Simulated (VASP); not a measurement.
All values below come from PBEsol GGA, VASP's PBE PAW potentials (set 64) (plane waves; VASP).

VASP input:

File KPOINTS:
```
Automatic mesh
0
Gamma
3 3 6
0 0 0
```

File POSCAR:
```
HgZn3S4
1
   -0.0017916070     5.4860700142     5.4925088468
    5.4860700142    -0.0017916070     5.4925088468
    2.7421392036     2.7421392036    -0.0000000000
Zn S Hg
3 4 1
Direct
  0.0008838725   0.0008838725   0.9982322551
  0.0027418775   0.4979167114   0.9993414111
  0.4979167114   0.0027418775   0.9993414111
  0.1253085070   0.1253085070   0.2493829859
  0.1037535176   0.6314704888   0.2647759936
  0.6314704888   0.1037535176   0.2647759936
  0.6404533018   0.6404533018   0.2190933965
  0.4974717234   0.4974717234   0.0050565532
```

INCAR:
```
SYSTEM = HgZn3S4
PREC = Accurate
ENCUT = 400
EDIFF = 1E-6
NELM = 100
ALGO = Normal
LREAL = .FALSE.
LASPH = .TRUE.
ISMEAR = 0
SIGMA = 0.05
GGA = PS
LMAXMIX = 6
LWAVE = .FALSE.
LCHARG = .FALSE.
IBRION = 2
ISIF = 3
NSW = 60
EDIFFG = -0.02
```

POTCAR, in this order: Zn S Hg (PBE.64 set). Program: vasp_std.

The run wrote:

OUTCAR:
```
 ion  position               nearest neighbor table
   1  0.001  0.001  0.998-   5 2.35   6 2.35   4 2.37   4 2.37
   2  0.003  0.498  0.999-   7 2.30   5 2.33   5 2.33   4 2.36
   3  0.498  0.003  0.999-   7 2.30   6 2.33   6 2.33   4 2.36
   4  0.125  0.125  0.249-   2 2.36   3 2.36   1 2.37   1 2.37
   5  0.104  0.631  0.265-   2 2.33   2 2.33   1 2.35   8 2.50
   6  0.631  0.104  0.265-   3 2.33   3 2.33   1 2.35   8 2.50
   7  0.640  0.640  0.219-   2 2.30   3 2.30   8 2.50   8 2.50
   8  0.497  0.497  0.005-   7 2.50   7 2.50   5 2.50   6 2.50
  LATTYP: Found a base centered orthorhombic cell.
 ALAT       =     7.7610083331
 B/A-ratio  =     1.4154111453
 C/A-ratio  =     0.4996735328
 Subroutine PRICEL returns:
 Original cell was already a primitive cell.
 Subroutine GETGRP returns: Found  4 space group operations
The static configuration has the point symmetry C_2v.
The dynamic configuration has the point symmetry C_2v.
 Subroutine INISYM returns: Found  4 space group operations
 Subroutine IBZKPT returns following result:
 Found     16 irreducible k-points:

 Following reciprocal coordinates:
            Coordinates               Weight
  0.000000  0.000000  0.000000      1.000000
...
```

File OSZICAR:
```
       N       E                     dE             d eps       ncg     rms          rms(c)
DAV:   1     0.557143207007E+03    0.55714E+03   -0.28901E+04  1376   0.160E+03
DAV:   2     0.415820960772E+02   -0.51556E+03   -0.50135E+03  1376   0.395E+02
DAV:   3    -0.268987713385E+02   -0.68481E+02   -0.67606E+02  1572   0.141E+02
DAV:   4    -0.294938827521E+02   -0.25951E+01   -0.25849E+01  1621   0.286E+01
DAV:   5    -0.295388711336E+02   -0.44988E-01   -0.44940E-01  1637   0.388E+00    0.169E+01
DAV:   6    -0.277707263017E+02    0.17681E+01   -0.41813E+00  1998   0.414E+01    0.128E+01
DAV:   7    -0.278967565689E+02   -0.12603E+00   -0.44347E+00  1637   0.127E+01    0.539E+00
DAV:   8    -0.278185454075E+02    0.78211E-01   -0.46925E-01  1765   0.708E+00    0.118E+00
DAV:   9    -0.278224282058E+02   -0.38828E-02   -0.65410E-02  1552   0.159E+00    0.381E-01
DAV:  10    -0.278221227726E+02    0.30543E-03   -0.43621E-03  1771   0.875E-01    0.160E-01
DAV:  11    -0.278222597940E+02   -0.13702E-03   -0.14687E-03  1597   0.335E-01    0.113E-01
DAV:  12    -0.278223186396E+02   -0.58846E-04   -0.61953E-04  1833   0.296E-01    0.360E-02
DAV:  13    -0.278222851133E+02    0.33526E-04   -0.16513E-04  1813   0.164E-01    0.169E-02
DAV:  14    -0.278222876045E+02   -0.24912E-05   -0.23150E-05  1645   0.317E-02    0.764E-03
DAV:  15    -0.278222874043E+02    0.20020E-06   -0.13776E-06   874   0.182E-02
   1 F= -.27822287E+02 E0= -.27822287E+02  d E =-.278223E+02
       N       E                     dE             d eps       ncg     rms          rms(c)
DAV:   1    -0.278230404291E+02   -0.75282E-03   -0.46768E-02  1397   0.112E+00    0.156E-01
DAV:   2    -0.278227919821E+02    0.24845E-03   -0.15701E-03  1701   0.378E-01    0.854E-02
DAV:   3    -0.278226561138E+02    0.13587E-03   -0.18074E-04  1879   0.128E-01    0.425E-02
DAV:   4    -0.278226320437E+02    0.24070E-04   -0.68593E-05  1613   0.748E-02    0.123E-02
DAV:   5    -0.278226326531E+02   -0.60942E-06   -0.15599E-05  1549   0.379E-02    0.798E-03
DAV:   6    -0.278226325899E+02    0.63232E-07   -0.11325E-06   807   0.239E-02
   2 F= -.27822633E+02 E0= -.27822633E+02  d E =-.345186E-03
       N       E                     dE             d eps       ncg     rms          rms(c)
DAV:   1    -0.278237613709E+02   -0.11287E-02   -0.10658E-01  1385   0.169E+00    0.236E-01
DAV:   2    -0.278231948427E+02    0.56653E-03   -0.35617E-03  1701   0.570E-01    0.129E-01
DAV:   3    -0.278228864914E+02    0.30835E-03   -0.41595E-04  1890   0.205E-01    0.643E-02
DAV:   4    -0.278228317541E+02    0.54737E-04   -0.15855E-04  1627   0.126E-01    0.191E-02
DAV:   5    -0.278228331208E+02   -0.13667E-05   -0.35735E-05  1530   0.606E-02    0.124E-02
DAV:   6    -0.278228330217E+02    0.99069E-07   -0.28517E-06  1139   0.338E-02
   3 F= -.27822833E+02 E0= -.27822833E+02  d E =-.545617E-03
       N       E                     dE             d eps       ncg     rms          rms(c)
DAV:   1    -0.278234105524E+02   -0.57743E-03   -0.97722E-02  1424   0.178E+00    0.212E-01
DAV:   2    -0.278230601950E+02    0.35036E-03   -0.37375E-03  1745   0.821E-01    0.864E-02
DAV:   3    -0.278229923192E+02    0.67876E-04   -0.27465E-04  1533   0.154E-01    0.574E-02
DAV:   4    -0.278229715598E+02    0.20759E-04   -0.28638E-05  1609   0.479E-02    0.242E-02
DAV:   5    -0.278229677179E+02    0.38418E-05   -0.79815E-06  1505   0.225E-02    0.595E-03
DAV:   6    -0.278229678937E+02   -0.17580E-06   -0.21407E-06  1025   0.123E-02
   4 F= -.27822968E+02 E0= -.27822968E+02  d E =-.134872E-03
```

**OUTCAR**
```
------------------------ aborting loop because EDIFF is reached ----------------------------------------
  FORCE on cell =-STRESS in cart. coord.  units (eV):
  Direction    XX          YY          ZZ          XY          YZ          ZX
  --------------------------------------------------------------------------------------
  Total        0.0122036      0.0122036      0.0398528     -0.0237951      0.0000000      0.0000000
  in kB        0.1183326      0.1183326      0.3864337     -0.2307295      0.0000000      0.0000000
  external PRESSURE =       0.2076996 kB  Pullay stress =       0.0000000 kB
  volume of cell :      165.23
      direct lattice vectors                 reciprocal lattice vectors
    -0.009914193  5.480315285  5.501547665    -0.091070875  0.091070875  0.090883517
     5.480315285 -0.009914193  5.501547665     0.091070875 -0.091070875  0.090883517
     2.735200546  2.735200546 -0.000000000     0.182801952  0.182801952 -0.181767034
 POSITION                                       TOTAL-FORCE (eV/Angst)
 -----------------------------------------------------------------------------------
      2.73520      2.73520      0.01031        -0.000000     -0.000000      0.004808
      5.45999      2.74562      2.75141         0.004957     -0.004957      0.001418
      2.74562      5.45999      2.75141        -0.004957      0.004957      0.001418
      1.36760      1.36760      1.37830         0.000000      0.000000      0.011077
      4.18670      1.28370      4.04935        -0.003961      0.003961     -0.004223
      1.28370      4.18670      4.04935         0.003961     -0.003961     -0.004223
      4.10280      4.10280      7.04898        -0.000000     -0.000000      0.000363
      2.73520      2.73520      5.46862         0.000000      0.000000     -0.010636
 -----------------------------------------------------------------------------------
    total drift:                               -0.000085     -0.000085     -0.000878
  FREE ENERGIE OF THE ION-ELECTRON SYSTEM (eV)
  ---------------------------------------------------
  free  energy   TOTEN  =       -27.8229678937 eV

  energy  without entropy=      -27.8229678937  energy(sigma->0) =      -27.82296789

 reached required accuracy - stopping structural energy minimisation
```
(Selected blocks of OUTCAR.)

File CONTCAR:
```
HgZn3S4
   1.00000000000000
    -0.0099141927506361    5.4803152850111712    5.5015476646896122
     5.4803152850111712   -0.0099141927506361    5.5015476646896122
     2.7352005461302675    2.7352005461302675   -0.0000000000000000
  Zn              S               Hg
     3     4     1
Direct
     0.0009373355195711    0.0009373355195711    0.9981253290608525
     0.0028576953360984    0.4972580719849443    0.9998842326789572
     0.4972580719849443    0.0028576953360984    0.9998842326789572
     0.1252650561026246    0.1252650561026246    0.2494698876947490
     0.1036399840679276    0.6323988359247048    0.2639611800073606
     0.6323988359247048    0.1036399840679276    0.2639611800073606
     0.6406358088789702    0.6406358088789702    0.2187283823420615
     0.4970072121851520    0.4970072121851520    0.0059855756296888
```

**OUTCAR**
```
 val. band max:        2.3992047009   @ k =   0.0000   0.0000   0.0000

 cond. band min:       3.4200947085   @ k =   0.0000   0.0000   0.0000


 Fermi energy:         2.6251286762

 k-point     1 :       0.0000    0.0000    0.0000
  band No.  band energies     occupation
      1     -11.1148      2.00000
      2     -10.2655      2.00000
      3     -10.2037      2.00000
      4      -9.9368      2.00000
      5      -4.4903      2.00000
      6      -4.4768      2.00000
      7      -4.4730      2.00000
      8      -4.4650      2.00000
      9      -4.3017      2.00000
     10      -4.2967      2.00000
     11      -4.2948      2.00000
     12      -4.2736      2.00000
     13      -4.0342      2.00000
     14      -4.0241      2.00000
     15      -3.8871      2.00000
     16      -3.8842      2.00000
     17      -3.8388      2.00000
     18      -3.8265      2.00000
     19      -3.8013      2.00000
     20      -3.7867      2.00000
     21      -3.7234      2.00000
     22      -3.6153      2.00000
     23      -3.5553      2.00000
     24      -3.4982      2.00000
     25      -3.3898      2.00000
     26      -3.2516      2.00000
     27      -2.5489      2.00000
     28      -0.2095      2.00000
     29      -0.1647      2.00000
     30       1.0504      2.00000
     31       1.1345      2.00000
     32       1.1790      2.00000
     33       1.3355      2.00000
     34       2.1748      2.00000
     35       2.2233      2.00000
     36       2.3992      2.00000
     37       3.4201      0.00000
     38       4.6380      0.00000
     39       5.2133      0.00000
     40       5.5674      0.00000
     41       6.0150      0.00000
     42       8.2725      0.00000
     43       8.3024      0.00000

 k-point     2 :       0.3333    0.0000    0.0000
  band No.  band energies     occupation
      1     -10.9265      2.00000
      2     -10.4843      2.00000
      3     -10.1621      2.00000
      4     -10.0123      2.00000
      5      -4.5336      2.00000
...
```

Unless said otherwise, spin-orbit coupling is left out, though it shifts the bands of the heavy elements here.

The structure was generated: HgZn3S4 was put into an ordered model structure (Amm2), which need not be its known phase. This run relaxes it. Symmetry was kept, so distortions that lower it aren't found. The start is the result of an earlier pass.
